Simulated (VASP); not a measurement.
All values below come from PBE GGA with D3 dispersion (Becke-Johnson damping), VASP's PBE PAW potentials (set 64) (plane waves; VASP 6.6.1).

Input for VASP

### INCAR
```
! general
SYSTEM =Zn
PREC   =Accurate
ENCUT  =520
LREAL  =.False.
LASPH  =.True.

! electronic loop
EDIFF  =1E-6
NELM   =100
ALGO   =Normal
LMAXMIX=4

! smearing
ISMEAR =1
SIGMA  =0.1

! functional
GGA    =PE
IVDW   =12

! ions
IBRION =2
NSW    =60
ISIF   =3
EDIFFG =-0.01

! output
LWAVE  =.False.
LCHARG =.False.
```

File POSCAR:
```
Zn
1
    1.3254408395    -2.2957312972     0.0000000000
    1.3254408395     2.2957312972    -0.0000000000
   -0.0000000000    -0.0000000000     4.6479035428
Zn
2
Direct
  0.3333330000   0.6666670000   0.2500000000
  0.6666670000   0.3333330000   0.7500000000
```

**KPOINTS**
```
Automatic mesh
0
Gamma
14 14 7
0 0 0
```

POTCAR, in this order: Zn (PBE.64 set). Program: vasp_std.

Output

OSZICAR:
```
       N       E                     dE             d eps       ncg     rms          rms(c)
DAV:   1     0.942410493564E+02    0.94241E+02   -0.12916E+04  3152   0.244E+03
DAV:   2     0.853223896675E-01   -0.94156E+02   -0.92522E+02  3120   0.300E+02
DAV:   3    -0.241899093825E+01   -0.25043E+01   -0.25008E+01  3784   0.603E+01
DAV:   4    -0.242592731230E+01   -0.69364E-02   -0.69361E-02  3760   0.320E+00
DAV:   5    -0.242593742953E+01   -0.10117E-04   -0.10118E-04  3696   0.996E-02    0.469E+00
DAV:   6    -0.219774008680E+01    0.22820E+00   -0.10807E+00  3200   0.238E+01    0.342E+00
DAV:   7    -0.218638320181E+01    0.11357E-01   -0.33369E-02  3976   0.346E+00    0.173E+00
DAV:   8    -0.218104244022E+01    0.53408E-02   -0.16731E-03  4368   0.728E-01    0.458E-02
DAV:   9    -0.218103664433E+01    0.57959E-05   -0.24124E-04  4368   0.245E-01    0.322E-02
DAV:  10    -0.218103914850E+01   -0.25042E-05   -0.25164E-05  3488   0.686E-02    0.320E-03
DAV:  11    -0.218103891166E+01    0.23684E-06   -0.11699E-07  2184   0.505E-03
   1 F= -.30474620E+01 E0= -.30474606E+01  d E =-.304746E+01
       N       E                     dE             d eps       ncg     rms          rms(c)
DAV:   1    -0.218580437425E+01   -0.47652E-02   -0.26201E-02  3112   0.334E+00    0.349E-01
DAV:   2    -0.218366936564E+01    0.21350E-02   -0.79980E-03  3168   0.208E+00    0.114E-01
DAV:   3    -0.218347355384E+01    0.19581E-03   -0.10241E-04  3944   0.166E-01    0.622E-02
DAV:   4    -0.218339068182E+01    0.82872E-04   -0.15539E-05  4464   0.744E-02    0.266E-03
DAV:   5    -0.218339138502E+01   -0.70320E-06   -0.20857E-06  2880   0.131E-02
   2 F= -.30474834E+01 E0= -.30474848E+01  d E =-.213588E-04
```

**OUTCAR**
```
------------------------ aborting loop because EDIFF is reached ----------------------------------------
 Edisp (eV)   -0.86409
  FORCE on cell =-STRESS in cart. coord.  units (eV):
  Direction    XX          YY          ZZ          XY          YZ          ZX
  --------------------------------------------------------------------------------------
  Total      -0.01282    -0.01282    -0.00626     0.00000     0.00000     0.00000
  in kB      -0.72441    -0.72441    -0.35382     0.00000     0.00000     0.00000
  external pressure =       -0.60 kB  Pullay stress =        0.00 kB
  volume of cell :       28.36
      direct lattice vectors                 reciprocal lattice vectors
     1.326551708 -2.297655378  0.000000000     0.376917083 -0.217613139 -0.000000000
     1.326551708  2.297655378  0.000000000     0.376917083  0.217613139 -0.000000000
     0.000000000  0.000000000  4.652185350    -0.000000000  0.000000000  0.214952743
 POSITION                                       TOTAL-FORCE (eV/Angst)
 -----------------------------------------------------------------------------------
      1.32655      0.76589      1.16305         0.000000      0.000000      0.000000
      1.32655     -0.76589      3.48914        -0.000000      0.000000      0.000000
 -----------------------------------------------------------------------------------
    total drift:                                0.000000      0.000068      0.000004
  FREE ENERGIE OF THE ION-ELECTRON SYSTEM (eV)
  ---------------------------------------------------
  free  energy   TOTEN  =        -3.0474833827 eV

  energy  without entropy=       -3.0474875887  energy(sigma->0) =       -3.04748478

 reached required accuracy - stopping structural energy minimisation
```
(Selected blocks of OUTCAR.)

File CONTCAR:
```
Zn
   1.00000000000000
     1.3265517075478723   -2.2976553781573505    0.0000000000000000
     1.3265517075478723    2.2976553781573505    0.0000000000000000
     0.0000000000000000    0.0000000000000000    4.6521853498513543
  Zn
     2
Direct
     0.3333330000000032    0.6666669999999968    0.2500000000000000
     0.6666669999999968    0.3333330000000032    0.7500000000000000
```

The compound is Zn in the hcp structure. This run relaxes it. Symmetry was kept, so distortions that lower it aren't found. The start is the result of an earlier pass.
